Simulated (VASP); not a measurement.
# A VASP study of BN (LDA): structure first, properties next, part 3 of 7

What structure and properties does LDA give BN, and how near are they to the measured ones? The start is a cell from a database of measured crystal structures.

VASP 6.6.1; LDA; plane waves and PAW (B, N).

So far, gap on the k-mesh (eV): step 2 (relaxing cell and atoms (LDA)) 4.23; step 3 (second relaxation) 4.23. The relaxed cell has a = 2.491, c = 6.466 Å (conventional setting).

The database entry behind the starting cell differs from later determinations by our own check (about 0.3 % short, minor phase), so it need not match the best structure at ambient conditions.

### 5. Bands along the symmetry lines (LDA)

Levels along the symmetry lines show where the bands peak and cross; KPOINTS_OPT computes them in the converged potential.

The input, INCAR:

```
SYSTEM = BN
PREC = Accurate
ENCUT = 520
EDIFF = 1E-06
NELM = 100
ISMEAR = 0
SIGMA = 0.05
LREAL = .FALSE.
ALGO = Normal
GGA = CA
NBANDS = 22
LORBIT = 11
LWAVE = .FALSE.
LCHARG = .FALSE.
KPAR = 4
```

The input, POSCAR:

```
BN
1.0
    2.4905852083      0.0000000000      0.0000000000
   -1.2452926041      2.1569100607      0.0000000000
    0.0000000000      0.0000000000      6.4663671138
B N
2 2
Direct
    0.3333333333      0.6666666667      0.2500000000
    0.6666666667      0.3333333333      0.7500000000
    0.3333333333      0.6666666667      0.7500000000
    0.6666666667      0.3333333333      0.2500000000
```

The input, KPOINTS:

```
Automatic mesh
0
Gamma
9 9 3
0 0 0
```

The input, KPOINTS_OPT:

```
Line mode
16
Line-mode
Reciprocal
  0.00000000   0.00000000   0.00000000 GAMMA
  0.50000000   0.00000000   0.00000000 M

  0.50000000   0.00000000   0.00000000 M
  0.33333333   0.33333333   0.00000000 K

  0.33333333   0.33333333   0.00000000 K
  0.00000000   0.00000000   0.00000000 GAMMA

  0.00000000   0.00000000   0.00000000 GAMMA
  0.00000000   0.00000000   0.50000000 A

  0.00000000   0.00000000   0.50000000 A
  0.50000000   0.00000000   0.50000000 L

  0.50000000   0.00000000   0.50000000 L
  0.33333333   0.33333333   0.50000000 H

  0.33333333   0.33333333   0.50000000 H
  0.00000000   0.00000000   0.50000000 A

  0.50000000   0.00000000   0.50000000 L
  0.50000000   0.00000000   0.00000000 M

  0.33333333   0.33333333   0.00000000 K
  0.33333333   0.33333333   0.50000000 H
```

Potentials, in the order of the species: B and N (LDA family, release 64).

Launch:

```sh
$ mpirun -np 4 vasp_std
```

Output:

```text
[... set-up lines as in an earlier step ...]
 entering main loop
       N       E                     dE             d eps       ncg     rms          rms(c)
DAV:   1     0.372398973194E+02    0.37240E+02   -0.75352E+03  1056   0.675E+02
DAV:   2    -0.404212903218E+02   -0.77661E+02   -0.72311E+02  1370   0.174E+02
DAV:   3    -0.426176072040E+02   -0.21963E+01   -0.21836E+01  1330   0.257E+01
DAV:   4    -0.426252820713E+02   -0.76749E-02   -0.76746E-02  1146   0.175E+00
DAV:   5    -0.426253222956E+02   -0.40224E-04   -0.40224E-04  1364   0.107E-01    0.111E+01
DAV:   6    -0.390692362984E+02    0.35561E+01   -0.28820E+00  1122   0.132E+01    0.484E+00
DAV:   7    -0.386988164143E+02    0.37042E+00   -0.39039E-01  1280   0.388E+00    0.304E+00
DAV:   8    -0.385837599797E+02    0.11506E+00   -0.18361E-01  1260   0.249E+00    0.405E-01
DAV:   9    -0.385806793219E+02    0.30807E-02   -0.81999E-03  1208   0.607E-01    0.204E-01
DAV:  10    -0.385806270390E+02    0.52283E-04   -0.68334E-04  1272   0.151E-01    0.287E-02
DAV:  11    -0.385806135496E+02    0.13489E-04   -0.30354E-05  1240   0.376E-02    0.151E-02
DAV:  12    -0.385806161650E+02   -0.26155E-05   -0.27486E-06  1256   0.957E-03    0.205E-03
DAV:  13    -0.385806161676E+02   -0.25743E-08   -0.35033E-08   714   0.142E-03
   1 F= -.38580616E+02 E0= -.38580616E+02  d E =-.110106E-18
 Start KPOINTS_OPT (optional k-point list driver)
k-point batch [1-24\144]
       N       E                     dE             ncg
DAV:   1     0.120352786669E+03   -0.12105E+05     1056
DAV:   2    -0.168030965193E+04   -0.18007E+04     1342
DAV:   3    -0.173475336374E+04   -0.54444E+02     1328
DAV:   4    -0.173490342075E+04   -0.15006E+00     1122
DAV:   5    -0.173490392104E+04   -0.50029E-03     1280
DAV:   6    -0.173490392384E+04   -0.27930E-05     1196
DAV:   7    -0.173490392386E+04   -0.17975E-07     1112
[...]
k-point batch [121-144\144]
       N       E                     dE             ncg
DAV:   1    -0.204814431855E+03   -0.20334E+05     1056
DAV:   2    -0.177754285031E+04   -0.15727E+04     1316
DAV:   3    -0.182224779232E+04   -0.44705E+02     1380
DAV:   4    -0.182237351347E+04   -0.12572E+00     1102
DAV:   5    -0.182237395756E+04   -0.44409E-03     1276
DAV:   6    -0.182237395982E+04   -0.22623E-05     1220
DAV:   7    -0.182237395984E+04   -0.23756E-07     1076
```

Wall time 7 s (4 MPI ranks of Intel Xeon 6975P-C (Granite Rapids), shared host); peak memory 0.59 GiB.

Parts of OUTCAR (step 5):

```text
   k-points           NKPTS =     24   k-points in BZ     NKDIM =     24   number of bands    NBANDS=     22

   NELECT =      16.0000    total number of electrons

 E-fermi :   2.7106

 k-point     1 :       0.0000    0.0000    0.0000
  band No.  band energies     occupation
    ...
      4      -1.5989      2.00000
      5       1.1161      2.00000
      6       1.1161      2.00000
      7       1.1640      2.00000
      8       1.1640      2.00000
      9       7.5665      0.00000
     10      12.8621      0.00000
     11      13.9906      0.00000
     12      13.9906      0.00000
     13      14.1454      0.00000
    ...

  Total        0.0078752      0.0078752     -0.0107803      0.0000000      0.0000000      0.0000000
  in kB        0.3632279      0.3632279     -0.4972192      0.0000000      0.0000000      0.0000000
  external PRESSURE =       0.0764122 kB  Pullay stress =       0.0000000 kB

 POSITION                                       TOTAL-FORCE (eV/Angst)
 -----------------------------------------------------------------------------------
     -0.00000      1.43794      1.61659         0.000000     -0.000000      0.000000
      1.24529      0.71897      4.84978        -0.000000      0.000000      0.000000
     -0.00000      1.43794      4.84978        -0.000000      0.000000      0.000000
      1.24529      0.71897      1.61659         0.000000     -0.000000      0.000000
 -----------------------------------------------------------------------------------
    total drift:                               -0.000000      0.000000      0.000000

  FREE ENERGIE OF THE ION-ELECTRON SYSTEM (eV)
  ---------------------------------------------------
  free  energy   TOTEN  =       -38.5806161676 eV

  energy  without entropy=      -38.5806161676  energy(sigma->0) =      -38.58061617

[... 8 parts as in an earlier step ...]

[... 8 further parts left out ...]
```

This step gave:

| Quantity | Value |
| --- | --- |
| SCF cycles | 13 |
| bands | 22 |
| Fermi energy | 2.711 eV |
| pressure | 0.007641 GPa |
| least gap on mesh and path | 4.023 eV |
| least direct gap on mesh and path | 4.447 eV |
| valence top at k | 0.3111, 0.3111, 0 |
| conduction bottom at k | 0.5, 0, 0 |
| least direct gap at k | 0.5, 0, 0 |

The electronic bands at the labelled points (eV, zero at the valence-band top; v1 is the highest filled band, c1 the lowest empty one):

```
          point     v4     v3     v2     v1    c1     c2     c3     c4
              Γ  -1.36  -1.36  -1.32  -1.32  5.09  10.38  11.51  11.51
0.47 of the way  -4.68  -2.88  -2.81  -2.80  6.71   9.05   9.62  10.70
              M  -4.23  -4.14  -1.62  -0.42  4.02   5.64   9.60  10.05
0.47 of the way  -5.42  -5.32  -1.22  -0.20  4.28   5.48  11.06  11.82
              K  -7.10  -7.10  -0.16  -0.16  4.78   4.78  10.29  13.12
0.47 of the way  -4.26  -4.19  -4.08  -1.94  7.88   7.90   8.11  12.29
              Γ  -1.36  -1.36  -1.32  -1.32  5.09  10.38  11.51  11.51
0.53 of the way  -1.36  -1.36  -1.32  -1.32  5.97   9.43  11.54  11.54
              A  -1.34  -1.34  -1.34  -1.34  7.67   7.67  11.59  11.59
0.53 of the way  -3.66  -3.66  -3.13  -3.13  8.00   8.00  10.25  10.25
              L  -4.19  -4.19  -0.99  -0.99  4.54   4.54  10.05  10.05
0.47 of the way  -5.37  -5.37  -0.66  -0.66  4.61   4.61  11.78  11.78
              H  -7.11  -7.11  -0.04  -0.04  4.48   4.48  11.60  11.60
0.47 of the way  -4.24  -4.24  -3.09  -3.09  7.64   7.64  11.00  11.00
              A  -1.34  -1.34  -1.34  -1.34  7.67   7.67  11.59  11.59
      jump to L  -4.19  -4.19  -0.99  -0.99  4.54   4.54  10.05  10.05
0.47 of the way  -4.21  -4.16  -1.41  -0.60  4.13   5.21   9.83  10.07
              M  -4.23  -4.14  -1.62  -0.42  4.02   5.64   9.60  10.05
      jump to K  -7.10  -7.10  -0.16  -0.16  4.78   4.78  10.29  13.12
0.53 of the way  -7.11  -7.11  -0.10  -0.10  4.61   4.61  10.68  12.83
              H  -7.11  -7.11  -0.04  -0.04  4.48   4.48  11.60  11.60
```

Of the projections kept (B, N), the largest for each band there, as a share of the weight inside these atoms' spheres; weight between the spheres isn't counted:

```
point      v4      v3      v2      v1      c1      c2      c3      c4
    Γ  N 0.69  N 0.69  N 0.69  N 0.69  N 1.00  N 0.96  B 0.82  B 0.82
    M  N 0.59  N 0.59  N 0.81  N 0.93  B 0.99  B 0.70  B 0.51  B 0.72
    K  B 0.52  B 0.52  N 0.98  N 0.98  B 0.93  B 0.93       -  N 0.80
    Γ  N 0.69  N 0.69  N 0.69  N 0.69  N 1.00  N 0.96  B 0.82  B 0.82
    A  N 0.69  N 0.69  N 0.69  N 0.69  N 0.97  N 0.97  B 0.82  B 0.82
    L  N 0.59  N 0.59  N 0.86  N 0.86  B 0.85  B 0.85  B 0.66  B 0.66
```

The electronic bands as a text plot (rows in eV, shown from -8.0 to 10.0 only):

```
    9.6 |   +   +++         ++                              ++
    8.9 |    +            + +     +
    8.1 |    +++           +        ++++              ++++
    7.4 |    +++          +        +    +                 +
    6.6 |   + +           + +     +      +          ++
    5.9 |  +   +++++    ++   ++           +                  +
    5.1 |++         +++++      +++                ++        +
    4.4 |       ++++++ +                   +++++++         ++++++
    3.6 |
    2.9 |
    2.1 |
    1.4 |
    0.6 |
   -0.1 |        ********                      ****          ****
   -0.9 |       *   **   *                 ****    *       **
   -1.6 |***  ** ***    * **  ********    *         *    ** **
   -2.4 | ****  *        *   **      **              *  **
   -3.1 |   ** *          * **        ****             **
   -3.9 |**** ****         * *****     * ****         **   ***
   -4.6 |    *    *       ***     *   **     *       * **
   -5.4 |   **     *        **     ***        *     * *  **
   -6.1 | **        *   ** *  ** **     *      *   *
   -6.9 |*    *      ***  *     *        *      *** **        ***
   -7.6 |      *      * **                         *          *
         Γ       M    K         Γ  A        L    H        A|LM|KH
```

The path lowers the gap by 0.21 eV against the mesh alone, so a band edge lies off the mesh.

The path shows an indirect gap of 4.02 eV (valence top between K and Γ, conduction bottom at M). The least direct gap is 4.45 eV.

### 6. Total and projected DOS (LDA)

A density of states needs more k-points than a total energy, and tetrahedra (ISMEAR = -5) or a smearing that fits the mesh; LORBIT projects the states on the PAW spheres. The mesh is finer than in the run before.

INCAR: that of step 5 with these lines changed.

```diff
@@ -5,3 +5,3 @@
 NELM = 100
-ISMEAR = 0
+ISMEAR = -5
 SIGMA = 0.05
@@ -15 +15,2 @@
 KPAR = 4
+NEDOS = 2001
```

POSCAR is that of step 5.

The input, KPOINTS:

```
Automatic mesh
0
Gamma
13 13 5
0 0 0
```

Launch:

```sh
$ mpirun -np 4 vasp_std
```

Output:

```text
[... set-up lines as in an earlier step ...]
 entering main loop
       N       E                     dE             d eps       ncg     rms          rms(c)
DAV:   1     0.386081785092E+02    0.38608E+02   -0.75680E+03  2780   0.678E+02
DAV:   2    -0.402118828116E+02   -0.78820E+02   -0.73621E+02  3494   0.177E+02
DAV:   3    -0.426170469354E+02   -0.24052E+01   -0.23892E+01  3454   0.268E+01
DAV:   4    -0.426252881850E+02   -0.82412E-02   -0.82409E-02  2988   0.183E+00
DAV:   5    -0.426253307043E+02   -0.42519E-04   -0.42519E-04  3570   0.113E-01    0.111E+01
DAV:   6    -0.390696982574E+02    0.35556E+01   -0.28959E+00  2930   0.132E+01    0.484E+00
DAV:   7    -0.386989870638E+02    0.37071E+00   -0.38496E-01  3398   0.387E+00    0.304E+00
DAV:   8    -0.385839655484E+02    0.11502E+00   -0.18494E-01  3274   0.249E+00    0.408E-01
DAV:   9    -0.385807277768E+02    0.32378E-02   -0.76396E-03  3158   0.607E-01    0.204E-01
DAV:  10    -0.385806762149E+02    0.51562E-04   -0.66549E-04  3292   0.148E-01    0.274E-02
DAV:  11    -0.385806659169E+02    0.10298E-04   -0.28582E-05  3294   0.364E-02    0.157E-02
DAV:  12    -0.385806684081E+02   -0.24912E-05   -0.24583E-06  3180   0.936E-03    0.182E-03
DAV:  13    -0.385806684114E+02   -0.33012E-08   -0.34066E-08  1656   0.137E-03
   1 F= -.38580668E+02 E0= -.38580668E+02  d E =0.000000E+00
```

Elapsed: 5.4 s, on 4 MPI ranks; peak memory 0.59 GiB; 20 s of CPU time.

OUTCAR, selected parts (step 6):

```text
   k-points           NKPTS =     63   k-points in BZ     NKDIM =     63   number of bands    NBANDS=     22

   NELECT =      16.0000    total number of electrons

 E-fermi :   2.5028

 k-point     1 :       0.0000    0.0000    0.0000
  band No.  band energies     occupation
    ...
      4      -1.5989      2.00000
      5       1.1160      2.00000
      6       1.1160      2.00000
      7       1.1639      2.00000
      8       1.1639      2.00000
      9       7.5665      0.00000
     10      12.8621      0.00000
     11      13.9906      0.00000
     12      13.9906      0.00000
     13      14.1453      0.00000
    ...

  Total        0.0079992      0.0079992     -0.0117954      0.0000000      0.0000000      0.0000000
  in kB        0.3689464      0.3689464     -0.5440383      0.0000000      0.0000000      0.0000000
  external PRESSURE =       0.0646182 kB  Pullay stress =       0.0000000 kB

 POSITION                                       TOTAL-FORCE (eV/Angst)
 -----------------------------------------------------------------------------------
     -0.00000      1.43794      1.61659        -0.000000      0.000000      0.000000
      1.24529      0.71897      4.84978         0.000000     -0.000000      0.000000
     -0.00000      1.43794      4.84978         0.000000     -0.000000      0.000000
      1.24529      0.71897      1.61659        -0.000000      0.000000      0.000000
 -----------------------------------------------------------------------------------
    total drift:                               -0.000000      0.000000      0.000000

  FREE ENERGIE OF THE ION-ELECTRON SYSTEM (eV)
  ---------------------------------------------------
  free  energy   TOTEN  =       -38.5806684114 eV

  energy  without entropy=      -38.5806684114  energy(sigma->0) =      -38.58066841

[... 8 parts as in an earlier step ...]

[... 8 further parts left out ...]
```

Numbers from this step:

- irreducible k-points: 63
- Fermi energy: 2.503 eV
- pressure: 0.006462 GPa
- valence top at k: 0.3077, 0.3077, 0
- conduction bottom at k: 0.4615, 0.07692, 0
- least direct gap at k: 0.4615, 0.07692, 0
- gap on the k-mesh: 4.080 eV
- least direct gap on the k-mesh: 4.454 eV

The density of states has structure finer than the step of the table below, so its rows give means over 1 eV, whole bins alone (the curve runs from -12.0 to 12.1 eV). Peaks (eV: height): total -8.2: 2.33, -4.2: 2.86, -2.7: 2.59, 11.8: 3.87; N p -8.2: 0.927, -4.2: 1.37, -3.4: 1.02, -2.7: 1.32; B p -4.2: 0.846, 11.4: 0.798, 11.6: 0.784, 11.8: 0.947; B s -8.8: 0.373, -8.5: 0.427, -6.9: 0.574, 11.8: 0.235; N s 8.7: 0.116, 10.5: 0.149, 11.3: 0.144, 11.8: 0.182.

States under -12.0 eV and over 12.1 eV are left out. Density of states against energy, zero at the valence-band top; means over each step; values in states/eV/cell:

```
energy (eV)  total      N p     B p      B s      N s
        -10      0        0       0        0        0
         -9  0.478    0.185  0.0465    0.139  0.00663
         -8   1.36    0.540   0.233    0.274   0.0392
         -7  0.815    0.335   0.124    0.179   0.0380
         -6   1.19    0.493   0.233    0.179   0.0338
         -5   1.52    0.672   0.382    0.123   0.0271
         -4   2.09    0.994   0.593   0.0670   0.0204
         -3   1.66    0.800   0.404   0.0257  0.00972
         -2   1.50    0.759   0.302  0.00764  0.00421
         -1   1.09    0.562  0.1000   8.0e-4   5.7e-4
          0  0.374    0.218  0.0125   2.2e-4   5.8e-5
          1      0        0       0        0        0
          2      0        0       0        0        0
          3      0        0       0        0        0
          4  0.183  0.00483  0.0786        0   2.6e-4
          5   1.07   0.0856   0.457        0  0.00339
          6  0.892    0.142   0.277   1.5e-4   0.0174
          7  0.934    0.184   0.175   5.1e-4   0.0381
          8  0.476    0.141  0.0732   5.4e-4   0.0144
          9  0.776    0.195  0.0918  0.00975   0.0412
         10   1.13    0.130   0.153    0.103    0.101
         11   1.61    0.128   0.333    0.123    0.121
```

The gap on this mesh is 4.08 eV, over the 4.02 eV of the band run, since this mesh misses a band edge. In the top eV of the valence band the largest shares in the PAW spheres are N p 55 % and B p 5 %; in the lowest eV of the conduction band, B p 45 %. The rest lies in smaller channels or between the spheres.

[end of part 3 of 7]

[Lines on the potential files, build, host, timing and source positions are cut from VASP's logs without a mark.]

[Logs are printed without paths, hosts, clocks, repeated set-up lines and the standing remarks that a program may print on its own settings, such as how far it seeks lower states.]

[Hosts, paths, dates, database ids (printed as entryN), source tags and the programs' standing remarks are cut or masked in the printed files.]

[A measured line is paired with the nearest computed mode of its activity, which favours agreement.]

[In band tables of VASP the shares of atoms and orbitals are scaled to a sum of 1 inside the atoms' spheres.]
